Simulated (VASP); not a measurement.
Energy against volume of PbO$_{2}$ (rutile). Level of theory: LDA (Ceperley-Alder, Perdew-Zunger), VASP's LDA PAW potentials (set 64) (plane waves; VASP). Settings: 520 eV cut-off, 5×5×7 Γ-centred mesh, Gaussian smearing of 0.050 eV, potentials Pb_d O.

Shape and ions are relaxed at each volume.

```csv
V (Å³/atom),E (eV/atom)
13.397,-6.10280
13.812,-6.10904
14.226,-6.10423
14.640,-6.09045
```

Question: Fit these four points and predict the energy of the run at 12.983 Å³/atom.

Answer: A cubic in V^(−2/3), the third-order Birch-Murnaghan form, passes through the four points with V0 = 13.82 Å³/atom and B0 = 141 GPa, and gives -6.0830 eV/atom there. The run gave -6.0831 eV/atom, -0.1 meV/atom from the fit; all five points give B0 = 141 GPa.

The compound is PbO2 in the rutile structure. It was relaxed first.
